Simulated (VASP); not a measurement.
# TlPd3 (I4/mmm) in VASP: single point with LDA

Aim: the single point of TlPd3 with LDA.

All numbers are computed with VASP 6.6.1; they aren't measurements. Logs are shortened: lines on timing, memory, paths and dates and some standing lists are left out, and cuts for length are marked.

### Step 1. The structure

The structure is tetragonal, space group I4/mmm (No. 139). The conventional cell has a = 4.146 Å, b = 4.146 Å, c = 7.497 Å, α = 90.00°, β = 90.00°, γ = 90.00°. Around Tl (site symmetry 4/mmm) lie 12 Pd at 2.79 to 2.93 Å. Pd (site symmetry -4m2) has 4 Tl at 2.79 Å and 8 Pd at 2.79 to 2.93 Å as nearest neighbours. Pd (site symmetry 4/mmm) is surrounded by 8 Pd at 2.79 Å and 4 Tl at 2.93 Å.

### Step 2. Single point, LDA

Contents of INCAR:

```
PREC     = Accurate       # precision mode
ENCUT    = 520            # plane-wave cutoff, eV
EDIFF    = 1E-7           # SCF threshold, eV
ISMEAR   = 1              # smearing method
SIGMA    = 0.05           # smearing width, eV
LREAL    = F              # projectors in reciprocal space
LASPH    = T              # aspherical terms in the spheres
NELM     = 100            # most SCF steps
ALGO     = Normal         # electronic algorithm
ISIF     = 2              # what is computed and relaxed
LWAVE    = F              # write WAVECAR
LCHARG   = T              # write CHGCAR
LELF     = T              # ELF
LVHAR    = T            
NBANDS   = 30             # bands
```

Contents of KPOINTS:

```
Automatic mesh
0
Gamma
  8 8 8
```

Contents of POSCAR:

```
TlPd3
1.0
   -2.0730000000      2.0730000000      3.7485000000
    2.0730000000     -2.0730000000      3.7485000000
    2.0730000000      2.0730000000     -3.7485000000
Tl Pd
1 3
Direct
    0.0000000000      0.0000000000      0.0000000000
    0.7500000000      0.2500000000      0.5000000000
    0.2500000000      0.7500000000      0.5000000000
    0.5000000000      0.5000000000      0.0000000000
```

Potentials or basis: VASP PAW LDA potentials, release 64 (Tl_d, Pd).

The run is started by

```
cat potpaw_LDA.64/Tl_d/POTCAR potpaw_LDA.64/Pd/POTCAR > POTCAR
mpirun -np 1 vasp_std > vasp.out
```

OUTCAR:

```text
PREC = Accurate
   ENCUT = 520
   EDIFF = 1E-7
   ISMEAR = 1
   LREAL = F
   LASPH = T
   NELM = 100
   ISIF = 2

 ion  position               nearest neighbor table
   1  0.000  0.000  0.000-   2 2.79   3 2.79   2 2.79   3 2.79   2 2.79   3 2.79   2 2.79   3 2.79
                             4 2.93   4 2.93   4 2.93   4 2.93   4 3.75   4 3.75
   2  0.750  0.250  0.500-   4 2.79   1 2.79   4 2.79   1 2.79   1 2.79   4 2.79   1 2.79   4 2.79
                             3 2.93   3 2.93   3 2.93   3 2.93
   3  0.250  0.750  0.500-   1 2.79   4 2.79   1 2.79   4 2.79   1 2.79   4 2.79   1 2.79   4 2.79
                             2 2.93   2 2.93   2 2.93   2 2.93
   4  0.500  0.500  0.000-   3 2.79   2 2.79   3 2.79   2 2.79   2 2.79   3 2.79   2 2.79   3 2.79
                             1 2.93   1 2.93   1 2.93   1 2.93   1 3.75   1 3.75

  LATTYP: Found a body centered tetragonal cell.
 ALAT       =     4.1460000000
 C/A-ratio  =     1.8082489146

  Lattice vectors:

 A1 = (  -2.0730000000,   2.0730000000,   3.7485000000)
 A2 = (   2.0730000000,  -2.0730000000,   3.7485000000)
 A3 = (   2.0730000000,   2.0730000000,  -3.7485000000)

Analysis of symmetry for initial positions (statically):
=====================================================================
 Subroutine PRICEL returns:
 Original cell was already a primitive cell.

 Routine SETGRP: Setting up the symmetry group for a
 body centered tetragonal supercell.

 Subroutine GETGRP returns: Found 16 space group operations
 (whereof 16 operations were pure point group operations)
 out of a pool of 16 trial point group operations.

The static configuration has the point symmetry D_4h.

Analysis of symmetry for dynamics (positions and initial velocities):
=====================================================================
 Subroutine PRICEL returns:
 Original cell was already a primitive cell.

 Routine SETGRP: Setting up the symmetry group for a
 body centered tetragonal supercell.

 Subroutine GETGRP returns: Found 16 space group operations
 (whereof 16 operations were pure point group operations)
 out of a pool of 16 trial point group operations.

The dynamic configuration has the point symmetry D_4h.

 Subroutine INISYM returns: Found 16 space group operations
 (whereof 16 operations are pure point group operations),
 and found     1 'primitive' translations

----------------------------------------------------------------------------------------

                                     Primitive cell

  volume of cell :      64.4342

  direct lattice vectors                    reciprocal lattice vectors
    -2.073000000  2.073000000  3.748500000     0.000000000  0.241196334  0.133386688
     2.073000000 -2.073000000  3.748500000     0.241196334  0.000000000  0.133386688
     2.073000000  2.073000000 -3.748500000     0.241196334  0.241196334  0.000000000

  length of vectors
     4.758771927  4.758771927  4.758771927     0.275622350  0.275622350  0.341103126

  position of ions in fractional coordinates (direct lattice)
     0.000000000  0.000000000  0.000000000
     0.750000000  0.250000000  0.500000000
     0.250000000  0.750000000  0.500000000
     0.500000000  0.500000000  0.000000000

  ion indices of the primitive-cell ions
   primitive index   ion index
                 1           1
                 2           2
                 3           3
                 4           4

----------------------------------------------------------------------------------------

 KPOINTS: Automatic mesh

Automatic generation of k-mesh.
 Grid dimensions read from file:
 generate k-points for:    8    8    8

 Generating k-lattice:

  Cartesian coordinates                     Fractional coordinates (reciprocal lattice)
     0.000000000  0.030149542  0.016673336     0.125000000  0.000000000  0.000000000
     0.030149542  0.000000000  0.016673336     0.000000000  0.125000000  0.000000000
     0.030149542  0.030149542  0.000000000     0.000000000  0.000000000  0.125000000

  Length of vectors
     0.034452794  0.034452794  0.042637891

  Shift w.r.t. Gamma in fractional coordinates (k-lattice)
     0.000000000  0.000000000  0.000000000

 Subroutine IBZKPT returns following result:
 ===========================================

 Found     59 irreducible k-points:

 Following reciprocal coordinates:
            Coordinates               Weight
  0.000000  0.000000  0.000000      1.000000
  0.125000  0.000000 -0.000000      8.000000
  0.250000  0.000000 -0.000000      8.000000
  0.375000  0.000000 -0.000000      8.000000
  0.500000  0.000000 -0.000000      4.000000
  0.125000  0.125000 -0.000000      8.000000
[... 16 lines left out ...]
  0.250000  0.125000  0.125000     16.000000
  0.375000  0.125000  0.125000      8.000000
 [... further k-points ...]
   k-points           NKPTS =     59   k-points in BZ     NKDIM =     59   number of bands    NBANDS=     30
   number of dos      NEDOS =    301   number of ions     NIONS =      4
   total plane-waves  NPLWV =  46656
   dimension x,y,z NGX =    36 NGY =   36 NGZ =   36
   dimension x,y,z NGXF=    72 NGYF=   72 NGZF=   72
   ions per type =               1   3
   NGX,Y,Z   is equivalent  to a cutoff of  12.58, 12.58, 12.58 a.u.
   NGXF,Y,Z  is equivalent  to a cutoff of  25.15, 25.15, 25.15 a.u.
 SYSTEM =  unknown system
   PREC   = accura    normal or accurate (medium, high low for compatibility)
   ISTART =      0    job   : 0-new  1-cont  2-samecut
   ICHARG =      2    charge: 1-file 2-atom 10-const
   ISPIN  =      1    spin polarized calculation?
   LNONCOLLINEAR =      F non collinear calculations
   LSORBIT =      F    spin-orbit coupling
   LASPH  =      T    aspherical Exc in radial PAW
   ENCUT  =  520.0 eV  38.22 Ry    6.18 a.u.   8.85  8.85  8.85*2*pi/ulx,y,z
   NELM   =    100;   NELMIN=  2; NELMDL= -5     # of ELM steps
   EDIFF  = 0.1E-06   stopping-criterion for ELM
   LREAL  =      F    real-space projection
   EDIFFG = 0.1E-05   stopping-criterion for IOM
   NSW    =      0    number of steps for IOM
   IBRION =     -1    ionic relax: 0-MD 1-quasi-New 2-CG
   NFREE  =      0    steps in history (QN), initial steepest desc. (CG)
   ISIF   =      2    stress and relaxation
   ISYM   =      2    0-nonsym 1-usesym 2-fastsym
   POTIM  = 0.5000    time-step for ionic-motion
   TEBEG  =    0.0;   TEEND  =   0.0 temperature during run
   PSTRESS=    0.0 pullay stress
   NELECT =      43.0000    total number of electrons
   NUPDOWN=      -1.0000    fix difference up-down
   EMIN   =  10.00;   EMAX   =-10.00  energy-range for DOS
   EFERMI =   0.00;   METHOD = LEGACY
   ISMEAR =     1;   SIGMA  =   0.05  broadening in eV -4-tet -1-fermi 0-gaus
   EFERMI_NEDOS =   21; number of points for ismear=-14 and -15
   IALGO  =     38    algorithm
   IMIX   =      4    mixing-type and parameters
     AMIX     =   0.40;   BMIX     =  1.00
     AMIX_MAG =   1.60;   BMIX_MAG =  1.00
  volume/ion in A,a.u.               =      16.11       108.71
  Fermi-wavevector in a.u.,A,eV,Ry     =   1.430624  2.703488 27.846854  2.046686
  Thomas-Fermi vector in A             =   2.550449
   LORBIT       =      0    0 simple, 1 ext, 2 COOP (PROOUT), +10 PAW based schemes
   GGA     = CA    functional components
   LHFCALC =     F    Hartree Fock is set to
   AEXX    =    0.0000 exact exchange contribution
   IVDW    =     0    specifies the selected vdW correction
   LEPSILON=     F    determine dielectric tensor
   LRPA    =     F    only Hartree local field effects (RPA)
 non-spin polarized calculation
 Methfessel and Paxton  Order N= 1 SIGMA  =   0.05
  energy-cutoff  :      520.00
  volume of cell :       64.43
 maximum number of plane-waves:      1766
   NGX = 17   NGY = 17   NGZ = 17

 number of electron      43.0000005 magnetization

 Free energy of the ion-electron system (eV)
  ---------------------------------------------------
  ext. energy  EPLUGINS =         0.00000000
  ---------------------------------------------------
  free energy    TOTEN  =       -23.37159708 eV

  energy without entropy =      -23.37144410  energy(sigma->0) =      -23.37154608

 E-fermi :   9.7111     XC(G=0): -13.1425

 val. band max:        9.6752940630   @ k =  -0.3750   0.3750   0.2500
 cond. band min:       9.7136048066   @ k =   0.5000   0.5000   0.2500
 fundamental gap:      0.0383107436
 Fermi energy:         9.7111306556

 k-point     1 :       0.0000    0.0000    0.0000
  band No.  band energies     occupation
      1      -1.6486      2.00000
      2      -1.6192      2.00000
      3      -1.6028      2.00000
      4      -1.6006      2.00000
      5      -1.6006      2.00000
      6       0.2267      2.00000
[... 22 lines left out ...]
     29      18.1947      0.00000
     30      18.6820      0.00000

 k-point     2 :       0.1250    0.0000   -0.0000
  band No.  band energies     occupation
      1      -1.6404      2.00000
      2      -1.6063      2.00000
      3      -1.6031      2.00000
      4      -1.5972      2.00000
      5      -1.5907      2.00000
      6       0.4158      2.00000
[... 22 lines left out ...]
     29      18.6409      0.00000
     30      19.3558      0.00000

 k-point     3 :       0.2500    0.0000   -0.0000
  band No.  band energies     occupation
      1      -1.6431      2.00000
      2      -1.6091      2.00000
      3      -1.6068      2.00000
      4      -1.5616      2.00000
      5      -1.5357      2.00000
      6       0.9527      2.00000
[... 22 lines left out ...]
     29      18.7011      0.00000
     30      19.4477      0.00000

 k-point     4 :       0.3750    0.0000   -0.0000
  band No.  band energies     occupation
      1      -1.6583      2.00000
      2      -1.6150      2.00000
      3      -1.5956      2.00000
      4      -1.5326      2.00000
      5      -1.4723      2.00000
      6       1.6927      2.00000
[... 22 lines left out ...]
     29      19.9627      0.00000
     30      20.9164      0.00000

 k-point     5 :       0.5000    0.0000   -0.0000
  band No.  band energies     occupation
      1      -1.6646      2.00000
      2      -1.6174      2.00000
      3      -1.5901      2.00000
      4      -1.5206      2.00000
      5      -1.4460      2.00000
      6       2.1457      2.00000
[... 22 lines left out ...]
     29      21.7235      0.00000
     30      22.1020      0.00000
[... 526 lines left out ...]
     29      21.0483      0.00000
     30      21.0504      0.00000

 k-point    22 :       0.1250    0.1250    0.1250
  band No.  band energies     occupation
      1      -1.6589      2.00000
      2      -1.6034      2.00000
      3      -1.5852      2.00000
      4      -1.5415      2.00000
      5      -1.5089      2.00000
      6       1.4122      2.00000
[... 22 lines left out ...]
     29      20.9645      0.00000
     30      21.2374      0.00000

 k-point    23 :       0.2500    0.1250    0.1250
  band No.  band energies     occupation
      1      -1.6644      2.00000
      2      -1.6237      2.00000
      3      -1.5903      2.00000
      4      -1.5228      2.00000
      5      -1.4664      2.00000
      6       1.9445      2.00000
[... 22 lines left out ...]
     29      21.1781      0.00000
     30      22.3155      0.00000

 k-point    24 :       0.3750    0.1250    0.1250
  band No.  band energies     occupation
      1      -1.6565      2.00000
      2      -1.6408      2.00000
      3      -1.5926      2.00000
      4      -1.5202      2.00000
      5      -1.4443      2.00000
      6       2.2021      2.00000
[... 22 lines left out ...]
     29      21.0747      0.00000
     30      22.3190      0.00000

 [... further k-points ...]

------------------------ aborting loop because EDIFF is reached ----------------------------------------

  FORCE on cell =-STRESS in cart. coord.  units (eV):
  Direction    XX          YY          ZZ          XY          YZ          ZX
  --------------------------------------------------------------------------------------
  -------------------------------------------------------------------------------------
  Total       -1.9299328     -1.9299328     -1.7595417      0.0000000     -0.0000000      0.0000000
  in kB      -47.9884426    -47.9884426    -43.7516100      0.0000000     -0.0000000      0.0000000
  external PRESSURE =     -46.5761651 kB  Pullay stress =       0.0000000 kB

 VOLUME and BASIS-vectors are now :
 -----------------------------------------------------------------------------
  energy-cutoff  :      520.00
  volume of cell :       64.43
      direct lattice vectors                 reciprocal lattice vectors
    -2.073000000  2.073000000  3.748500000     0.000000000  0.241196334  0.133386688
     2.073000000 -2.073000000  3.748500000     0.241196334  0.000000000  0.133386688
     2.073000000  2.073000000 -3.748500000     0.241196334  0.241196334  0.000000000

 POSITION                                       TOTAL-FORCE (eV/Angst)
 -----------------------------------------------------------------------------------
      0.00000      0.00000      0.00000         0.000000     -0.000000     -0.000000
      0.00000      2.07300      1.87425        -0.000000      0.000000      0.000000
      2.07300      0.00000      1.87425        -0.000000     -0.000000      0.000000
      0.00000      0.00000      3.74850         0.000000     -0.000000     -0.000000
 -----------------------------------------------------------------------------------
    total drift:                               -0.000000      0.000000      0.000000

  FREE ENERGIE OF THE ION-ELECTRON SYSTEM (eV)
  ---------------------------------------------------
  free  energy   TOTEN  =       -23.3715970776 eV

  energy  without entropy=      -23.3714440988  energy(sigma->0) =      -23.37154608
```

Run time: 76 s. Hardware: 1 thread of AMD EPYC 9R45 (Zen 5), shared host; peak memory 0.21 GiB.

What came out:

* Free energy: -23.3716 eV
* Pressure: -4.7 GPa
* Band gap on the k mesh: none (metal or under the smearing width)

Levels at points of the mesh, in eV from the Fermi level:
```tsv
k point	band 19	band 20	band 21	band 22	band 23	band 24
(0.00, 0.00, 0.00)	-0.74	-0.74	-0.25	2.52	3.57	5.82
(0.50, 0.00, 0.00)	-1.42	-1.35	-0.49	-0.15	2.88	3.91
(0.50, 0.50, 0.00)	-0.81	-0.64	-0.55	-0.51	-0.37	0.92
(0.50, 0.50, 0.50)	-0.46	-0.26	-0.26	-0.26	0.67	0.67
```

Spin-orbit coupling is left out, which matters for the levels of Tl.
